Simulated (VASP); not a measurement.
Method: PBE GGA, VASP's PBE PAW potentials (set 64) (plane waves; VASP 6.6.1).

Input for VASP

**KPOINTS**
```
K-points
0
G
 6 6 6
0 0 0
```

### INCAR
```
! general
SYSTEM = CaO
PREC   = Accurate
ENCUT  = 520
LREAL  = .FALSE.
LASPH  = .TRUE.

! electronic loop
EDIFF  = 1E-6
NELM   = 100
ALGO   = Normal

! smearing
ISMEAR = 0
SIGMA  = 0.05

! functional
GGA    = PE

! ions
ISIF   = 2

! output
LWAVE  = .FALSE.
LCHARG = .FALSE.
```

POSCAR:
```
CaO
3.4011840
  0.0000000000   0.7071067017   0.7071067017
  0.7071067017   0.0000000000   0.7071067017
  0.7071067017   0.7071067017   0.0000000000
Ca O
1 1
Cart
  0.0000000000   0.0000000000   0.0000000000
  0.7071067017   0.7071067017   0.7071067017
```

POTCAR, in this order: Ca_sv O (PBE.64 set). Program: vasp_std.

Output

File OSZICAR:
```
       N       E                     dE             d eps       ncg     rms          rms(c)
DAV:   1     0.129106577182E+03    0.12911E+03   -0.87629E+03   384   0.136E+03
DAV:   2    -0.807400387311E+01   -0.13718E+03   -0.12908E+03   440   0.341E+02
DAV:   3    -0.143203678610E+02   -0.62464E+01   -0.61954E+01   488   0.762E+01
DAV:   4    -0.145110272079E+02   -0.19066E+00   -0.19055E+00   560   0.117E+01
DAV:   5    -0.145135892839E+02   -0.25621E-02   -0.25616E-02   492   0.139E+00    0.857E+00
DAV:   6    -0.128439770105E+02    0.16696E+01   -0.87158E+00   444   0.274E+01    0.364E+00
DAV:   7    -0.128026070166E+02    0.41370E-01   -0.72193E-01   504   0.833E+00    0.174E+00
DAV:   8    -0.128033673164E+02   -0.76030E-03   -0.81373E-02   424   0.325E+00    0.425E-01
DAV:   9    -0.128014158194E+02    0.19515E-02   -0.24072E-02   476   0.128E+00    0.136E-01
DAV:  10    -0.128018678827E+02   -0.45206E-03   -0.21813E-03   416   0.471E-01    0.268E-02
DAV:  11    -0.128019124913E+02   -0.44609E-04   -0.36635E-04   544   0.159E-01    0.284E-02
DAV:  12    -0.128018992841E+02    0.13207E-04   -0.52805E-05   440   0.797E-02    0.467E-03
DAV:  13    -0.128018991813E+02    0.10277E-06   -0.40415E-06   476   0.194E-02
   1 F= -.12801899E+02 E0= -.12801899E+02  d E =-.269144E-22
```

**OUTCAR**
```
------------------------ aborting loop because EDIFF is reached ----------------------------------------
  FORCE on cell =-STRESS in cart. coord.  units (eV):
  Direction    XX          YY          ZZ          XY          YZ          ZX
  --------------------------------------------------------------------------------------
  Total        0.3443966      0.3443966      0.3443966     -0.0000000      0.0000000     -0.0000000
  in kB       19.8332641     19.8332641     19.8332641     -0.0000000      0.0000000     -0.0000000
  external PRESSURE =      19.8332641 kB  Pullay stress =       0.0000000 kB
  volume of cell :       27.82
      direct lattice vectors                 reciprocal lattice vectors
     0.000000000  2.405000000  2.405000000    -0.207900208  0.207900208  0.207900208
     2.405000000  0.000000000  2.405000000     0.207900208 -0.207900208  0.207900208
     2.405000000  2.405000000  0.000000000     0.207900208  0.207900208 -0.207900208
  FREE ENERGIE OF THE ION-ELECTRON SYSTEM (eV)
  ---------------------------------------------------
  free  energy   TOTEN  =       -12.8018991813 eV

  energy  without entropy=      -12.8018991813  energy(sigma->0) =      -12.80189918
```
(Selected blocks of OUTCAR.)

The compound is CaO in the rock salt structure. The cell was not relaxed at this level. The run is one of a series of settings (KPOINTS 6×6×6 Γ-centred mesh against the base run), some of them coarse on purpose.
